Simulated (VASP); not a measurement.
Output of a VASP run:

OSZICAR:
```
       N       E                     dE             d eps       ncg     rms          rms(c)
DAV:   1     0.359868244495E+03    0.35987E+03   -0.17835E+04   320   0.141E+03
DAV:   2     0.251794426856E+02   -0.33469E+03   -0.32951E+03   352   0.378E+02
DAV:   3    -0.267528881211E+02   -0.51932E+02   -0.51806E+02   352   0.174E+02
DAV:   4    -0.289092546706E+02   -0.21564E+01   -0.21530E+01   368   0.385E+01
DAV:   5    -0.289605027885E+02   -0.51248E-01   -0.51247E-01   344   0.590E+00    0.117E+01
DAV:   6    -0.251891054306E+02    0.37714E+01   -0.21707E+01   472   0.496E+01    0.453E+00
DAV:   7    -0.252326441514E+02   -0.43539E-01   -0.20752E+00   320   0.890E+00    0.280E+00
DAV:   8    -0.251938100708E+02    0.38834E-01   -0.72986E-01   480   0.785E+00    0.121E+00
DAV:   9    -0.251569483441E+02    0.36862E-01   -0.24999E-01   480   0.553E+00    0.243E-01
DAV:  10    -0.251602267663E+02   -0.32784E-02   -0.19390E-02   416   0.120E+00    0.187E-01
DAV:  11    -0.251594010128E+02    0.82575E-03   -0.74267E-03   424   0.105E+00    0.487E-02
DAV:  12    -0.251595725908E+02   -0.17158E-03   -0.87297E-04   392   0.254E-01    0.518E-02
DAV:  13    -0.251596813950E+02   -0.10880E-03   -0.34848E-04   408   0.231E-01    0.155E-02
DAV:  14    -0.251597314679E+02   -0.50073E-04   -0.64688E-05   472   0.132E-01    0.736E-03
DAV:  15    -0.251598074393E+02   -0.75971E-04   -0.43114E-05   368   0.451E-02    0.128E-02
DAV:  16    -0.251598668571E+02   -0.59418E-04   -0.93186E-06   384   0.311E-02    0.450E-03
DAV:  17    -0.251598942844E+02   -0.27427E-04   -0.23408E-06   272   0.226E-02    0.209E-03
DAV:  18    -0.251599290047E+02   -0.34720E-04   -0.63132E-06   328   0.257E-02    0.503E-03
DAV:  19    -0.251599317679E+02   -0.27632E-05   -0.50174E-07   272   0.658E-03    0.387E-03
DAV:  20    -0.251599332804E+02   -0.15125E-05   -0.24975E-06   272   0.127E-02    0.118E-03
DAV:  21    -0.251599334990E+02   -0.21860E-06   -0.25254E-07   256   0.385E-03
   1 F= -.25159933E+02 E0= -.25159933E+02  d E =-.155169E-11
```

**OUTCAR**
```
------------------------ aborting loop because EDIFF is reached ----------------------------------------
  FORCE on cell =-STRESS in cart. coord.  units (eV):
  Direction    XX          YY          ZZ          XY          YZ          ZX
  --------------------------------------------------------------------------------------
  Total        2.2851869      2.2851869      2.6628911      0.0000000      0.0000000      0.0000000
  in kB       16.6715125     16.6715125     19.4270425      0.0000000      0.0000000      0.0000000
  external PRESSURE =      17.5900225 kB  Pullay stress =       0.0000000 kB
  volume of cell :      219.61
      direct lattice vectors                 reciprocal lattice vectors
     3.679015000  0.000000000  0.000000000     0.271811884  0.000000000  0.000000000
     0.000000000  3.679015000  0.000000000     0.000000000  0.271811884  0.000000000
     0.000000000  0.000000000 16.225354000     0.000000000  0.000000000  0.061631937
 POSITION                                       TOTAL-FORCE (eV/Angst)
 -----------------------------------------------------------------------------------
      1.83951      0.00000      9.22535         0.000000     -0.000000      1.770761
      0.00000      1.83951      7.00001         0.000000      0.000000     -1.770761
      0.00000      0.00000      8.11268         0.000000     -0.000000     -0.000000
      1.83951      1.83951      8.11268        -0.000000     -0.000000     -0.000000
 -----------------------------------------------------------------------------------
    total drift:                                0.000000      0.000000      0.000000
  FREE ENERGIE OF THE ION-ELECTRON SYSTEM (eV)
  ---------------------------------------------------
  free  energy   TOTEN  =       -25.1599334990 eV

  energy  without entropy=      -25.1599334990  energy(sigma->0) =      -25.15993350
```
(Selected blocks of OUTCAR.)

POSCAR:
```
SnO
1
    3.6790150000     0.0000000000     0.0000000000
    0.0000000000     3.6790150000     0.0000000000
    0.0000000000     0.0000000000    16.2253540000
Sn O
2 2
Direct
  0.5000000000   0.0000000000   0.5685760000
  0.0000000000   0.5000000000   0.4314240000
  0.0000000000   0.0000000000   0.5000000000
  0.5000000000   0.5000000000   0.5000000000
```

### Question
Write an INCAR and KPOINTS that could have produced this output.

### Answer
This is not unique; one that fits is the input of the run itself, LDA (Ceperley-Alder, Perdew-Zunger), plane waves, VASP's LDA PAW potentials (set 64).

**INCAR**
```
ALGO = Normal
EDIFF = 1E-6
ENCUT = 400
ISIF = 2
ISMEAR = 0
LASPH = .TRUE.
LCHARG = .FALSE.
LMAXMIX = 4
LREAL = .FALSE.
LWAVE = .FALSE.
NELM = 100
PREC = Accurate
SIGMA = 0.05
SYSTEM = SnO
```

**KPOINTS**
```
Automatic mesh
0
Gamma
5 5 1
0 0 0
```

POTCAR, in this order: Sn_d O (LDA.64 set). Program: vasp_std.

At this cut-off the stress carries a Pulay error, which pulls relaxed volumes low. The cell holds a wide vacuum, so values per volume refer to the whole cell.

The cell is a sheet with vacuum, built from a generated structure.
